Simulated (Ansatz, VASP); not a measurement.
## In2O3 in two plane-wave programs

Wanted: the spread between two codes on one cell, functional and k mesh.

Method: plane waves, with VASP 6.6.1 beside it; band structure at LDA, in Ansatz 0.2.0.

### 1. Set-up

The structure is trigonal, space group R-3c (No. 167). Conventional cell: a = 5.487 Å, b = 5.487 Å, c = 14.510 Å, α = 90.00°, β = 90.00°, γ = 120.00°. Nearest to In lie 6 O at 2.12 to 2.26 Å. Nearest to O lie 4 In at 2.12 to 2.26 Å. Farther neighbours and most contacts between anions are not listed.

### 2. Ansatz: band structure, LDA

Ansatz runs on its default PAW (the set named soft_2) files.

Levels along a path test the potential and the projectors away from the mesh points.

File input.yaml:

```yaml
crystal:
  lattice:
    - [2.7435, 1.5839604635, 4.8366666667]
    - [-2.7435, 1.5839604635, 4.8366666667]
    - [0.0, -3.167920927, 4.8366666667]
  atoms:
    - { symbol: In, position: [0.35731, 0.35731, 0.35731] }
    - { symbol: In, position: [0.14269, 0.14269, 0.14269] }
    - { symbol: In, position: [0.64269, 0.64269, 0.64269] }
    - { symbol: In, position: [0.85731, 0.85731, 0.85731] }
    - { symbol: O, position: [0.548, 0.952, 0.25] }
    - { symbol: O, position: [0.25, 0.548, 0.952] }
    - { symbol: O, position: [0.952, 0.25, 0.548] }
    - { symbol: O, position: [0.452, 0.048, 0.75] }
    - { symbol: O, position: [0.75, 0.452, 0.048] }
    - { symbol: O, position: [0.048, 0.75, 0.452] }
hamiltonian:
  xc: lda
  pseudopotentials: { kind: paw }
kpoints:
  mp_grid: { grid: [4, 4, 4] }
  band_path:
    path:
      - [0.0, 0.0, 0.0]
      - [0.14286, 0.0, 0.0]
      - [0.28571, 0.0, 0.0]
      - [0.5, 0.0, 0.0]
      - [0.5, 0.03402, -0.03402]
      - [0.5, 0.1361, -0.1361]
      - [0.5, 0.20414, -0.20414]
      - [0.72443, 0.5, 0.27557]
      - [0.64962, 0.5, 0.35038]
      - [0.5374, 0.5, 0.4626]
      - [0.5, 0.5, 0.5]
      - [0.35714, 0.35714, 0.35714]
      - [0.14286, 0.14286, 0.14286]
      - [0.0, 0.0, 0.0]
      - [0.10545, 0.0, -0.10545]
      - [0.2109, 0.0, -0.2109]
      - [0.36908, 0.0, -0.36908]
      - [0.61221, 0.38779, 0.0]
      - [0.55611, 0.44389, 0.0]
      - [0.5187, 0.4813, 0.0]
      - [0.5, 0.5, 0.0]
      - [0.55611, 0.55611, 0.10207]
      - [0.59351, 0.59351, 0.17012]
      - [0.63092, 0.63092, 0.23817]
      - [0.59351, 0.59351, 0.31298]
      - [0.5374, 0.5374, 0.42519]
      - [0.5, 0.5, 0.5]
      - [0.57481, 0.10545, 0.10545]
      - [0.64962, 0.2109, 0.2109]
      - [0.76183, 0.36908, 0.36908]
    npoints: 1
scf:
  occupations: { method: gaussian, width: 0.01 }
  n_extra_bands: 11
output:
  forces: true
  stress: true
  eigenvalues: true
  write_density: true
  write_potential: true
  elf: true
  volumetric_format: npy
```

Run with:

```
> ansatz run input.yaml --threads 4 --pin off --max-ram 9216MiB --backend cpu --events-out ev --progress --plain --runs-dir out
```

Numbers of over 12 decimals in the logs are rounded to 6 here.

Output:

```text
scf.n_extra_bands = 11 over 44 filled bands (N_el = 88.0): the run solves 55 bands
Engine: ansatz 0.2.0, aarch64-unknown-linux-gnu
Pseudopotentials: kind: paw
Pseudopotential: In, paw, valence charge 13, recommended cutoff 420 eV (normal), In.paw.azcp
Pseudopotential: O, paw, valence charge 6, recommended cutoff 420 eV (normal), O.paw.azcp
Functional definition: SPW92
  exchange = slater_x
  correlation = pw_c
Crystal: 10 atoms, lattice volume = 126.109 Å³
Basis set: ecut = 420 eV, 2453 PW (Γ)
Bands: 55, of which v1, the nominal top of the filled ones, is band 44 counted from 1 (43 counted from 0)
Symmetry: 12 space group operations
Space group: R-3c (ITA 167), of the structure as read, at distance tolerance 5.0e-5 Å
k-points: 13 of 64
Non-local potential: In, projectors of the file, l = 0: 2, l = 1: 2, l = 2: 2, l = 3: 2
Non-local potential: O, projectors of the file, l = 0: 2, l = 1: 2, l = 2: 1
PAW form: soft (Blöchl's): semilocal exchange-correlation on the pseudo side does not see the compensation charge
PAW frozen core: In, regenerated for the run's functional, and the local potential with it (the file was generated under x = pbe(κ = 0.804, μ = 0.219515), c = pbe(β = 0.066725))
PAW frozen core: O, regenerated for the run's functional, and the local potential with it (the file was generated under x = pbe(κ = 0.804, μ = 0.219515), c = pbe(β = 0.066725))
PAW one-centre angular grid: In, 590 points (default); XC on 64 Gauss nodes
PAW one-centre angular grid: O, 110 points (default); XC on 64 Gauss nodes
Initial density: superposition of atomic densities (neutral atoms: chi_scale 0, normalization atom), corrected by the library's trained network
Initial wavefunctions: pseudopotential atomic-orbital guess
Functional: x = slater, c = lda
SCF iter   1: F=—  HF=-25161.458779 eV  |F-HF|=—  |Δ(HF+E_count)|=         —  Δρ=1.99e-2  dr2=4.20e-1  ethr=1.77e-3  ⟨swp⟩=6.3  Hψ=2999  notcnv=0  defer=4
preconditioner: auto → Resta (q_TF=auto, 2.569 Å⁻¹)  ε∞=4.6  [insulator: Δε(μ)=0.997 eV  Ē_g=16.325 eV  σ=0.010 eV  W_gap=1.00  n_scr=32 (ndim 8)  ℏωp=31.0 eV  f_vac=0.019  D(μ)=0.00/eV (n_scr^D=0)  ε∞_Penn≈4.6]
SCF iter   2: F=—  HF=-25161.342373 eV  |F-HF|=—  |Δ(HF+E_count)|=   1.16e-1  Δρ=5.37e-3  dr2=1.57e-2  ethr=4.78e-4  ⟨swp⟩=2.2  Hψ=1122  notcnv=0  defer=77
SCF iter   3: F=—  HF=-25161.336995 eV  |F-HF|=—  |Δ(HF+E_count)|=   5.38e-3  Δρ=2.13e-3  dr2=3.60e-3  ethr=1.78e-5  ⟨swp⟩=2.0  Hψ=1196  notcnv=0  defer=77
SCF iter   4: F=—  HF=-25161.335796 eV  |F-HF|=—  |Δ(HF+E_count)|=   1.20e-3  Δρ=4.63e-4  dr2=1.82e-4  ethr=4.09e-6  ⟨swp⟩=3.0  Hψ=1217  notcnv=0  defer=77
SCF iter   5: F=—  HF=-25161.335774 eV  |F-HF|=—  |Δ(HF+E_count)|=   2.20e-5  Δρ=7.64e-5  dr2=6.89e-6  ethr=2.07e-7  ⟨swp⟩=1.0  Hψ=638  notcnv=0  defer=77
SCF iter   6: F=—  HF=-25161.335771 eV  |F-HF|=—  |Δ(HF+E_count)|=   3.41e-6  Δρ=1.37e-5  dr2=2.95e-7  ethr=7.83e-9  ⟨swp⟩=2.7  Hψ=1155  notcnv=0  defer=77
SCF iter   7: F=-25161.335771 eV  HF=-25161.335771 eV  |F-HF|=3.57e-10  |Δ(HF+E_count)|=   1.22e-8  Δρ=2.25e-6  dr2=7.07e-9  ethr=1.14e-10  ⟨swp⟩=13.6  Hψ=5157  notcnv=0
SCF 1 converged in 7 iterations: F = -25161.335771 eV  dr2 = 7.07e-9
  greatest PAW one-centre occupation: 0.991 electrons in one spin orbital (limit 2), on the In atom at site 2 (counted from 0), in its partial waves of l = 2
NSCF: frozen V_eff on 30 k-points
SCF converged after 7 iterations
Free energy (F): -25161.335771 eV
Harris-Foulkes:  -25161.335771 eV  (|F-HF|=3.57e-10)
Internal energy: -25161.335771 eV  (E = F + TS)
E sigma→0 (E₀):  -25161.335771 eV
Fermi energy:    9.175053 eV
--- Per-component energies (eV) ---
  E_band       = 10.471128
  E_kinetic    = 2029.148677
  E_local      = -5865.991015  (includes V_loc(G=0)·N_el)
  E_nonlocal   = 1796.950599
  E_hartree    = 2238.408613
  E_xc         = -1282.291951
  E_vxc        = -956.594375  (∫ρ·V_xc dr)
  E_paw        = -16968.185790  (= ΣΔE_a)
  E_vpaw       = -1469.873744  (= ΣTr[D̂ρ^β])
  E_aug_tail   = 0.014791  (compensation charges beyond the density's cutoff)
  E_ewald      = -7111.109369
  E_core_change = 1.719675  (= ΣΔE_core)
  E_smearing   = -0.000000  (= −TS)
  E_closure    = 0.000000  (closes the sum)
  Σ components = -25161.335771   (vs F -25161.335771, Δ=0.00e0)
--- Forces (eV/Å), atoms counted from 1 ---
  atom   1  In     0.00000000    -0.00000000    -0.09650027
  atom   2  In     0.00000000     0.00000000     0.09650027
  atom   3  In    -0.00000000     0.00000000     0.09650027
  atom   4  In    -0.00000000    -0.00000000    -0.09650027
  atom   5  O     -0.16683289    -0.00000000    -0.00000000
  atom   6  O      0.08341645    -0.14448152    -0.00000000
  atom   7  O      0.08341645     0.14448152    -0.00000000
  atom   8  O      0.16683289     0.00000000     0.00000000
  atom   9  O     -0.08341645     0.14448152     0.00000000
  atom  10  O     -0.08341645    -0.14448152     0.00000000
  max |Σ_I F_I| component: 5.55e-17 eV/Å
--- Stress (GPa, compression-positive) ---
       -3.108177       0.000000      -0.000000
        0.000000      -3.108177      -0.000000
       -0.000000      -0.000000      -3.437822
  P = ⅓ Tr σ = -3.2181 GPa (-32.181 kbar)
--- Band table (eV; the first three rows and the last of 13) ---
  k-point 0: bands = [... 40 lower, 8.3119, 8.3119, 8.5433, 8.5433, 9.7670, 13.9976, 14.6637, 15.7476, ... 7 higher]
  k-point 1: bands = [... 40 lower, 8.1760, 8.1848, 8.4155, 8.5829, 11.3606, 14.4073, 14.5204, 15.1499, ... 7 higher]
  k-point 2: bands = [... 40 lower, 7.8119, 7.8119, 8.5250, 8.5250, 13.4488, 13.4488, 14.3145, 14.3145, ... 7 higher]
  k-point 12: bands = [... 40 lower, 8.3946, 8.3946, 8.3946, 8.3946, 12.8990, 12.8990, 15.5984, 15.5984, ... 7 higher]
```

The job ended after 5.8 s (4 threads of Arm Neoverse N1, shared host; peak memory 0.49 GiB; 22 s of CPU time).

(Continued in part 2 of 2.)

[Lines on the potential files, build, host, timing and source positions are cut from VASP's logs without a mark.]

[Logs are printed without paths, hosts, clocks, repeated set-up lines and the standing remarks that a program may print on its own settings, such as how far it seeks lower states.]

[Hosts, paths, dates, database ids (printed as entryN), source tags and the programs' standing remarks are cut or masked in the printed files.]
